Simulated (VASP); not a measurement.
Data:

```yaml
crystal:
  lattice:
    - [0.00000, 2.04100, 2.04100]
    - [2.04100, 0.00000, 2.04100]
    - [2.04100, 2.04100, 0.00000]
  atoms:
    - { symbol: Al, position: [0.00000, 0.00000, 0.00000] }
```

The numbers are results of vdW-DF2, VASP's PBE PAW potentials (set 64) (plane waves; VASP), not measurements. Numerical set-up: 520 eV cut-off, Gaussian smearing of 0.050 eV, potentials Al.

**Question.** Give the energies of bands 1 to 4 at the high-symmetry points, in eV from the Fermi level.

**Answer.** 
```tsv
band	Γ	X	U	L	W
1	-10.95	-2.88	-1.85	-4.44	-0.83
2	12.46	-1.63	-1.30	-4.43	-0.83
3	12.46	5.28	-0.53	10.90	0.33
4	12.46	5.38	6.33	10.90	0.72
```

It has no gap at this level: it comes out as a metal or semimetal.

The compound is Al in the fcc structure. It was relaxed first.
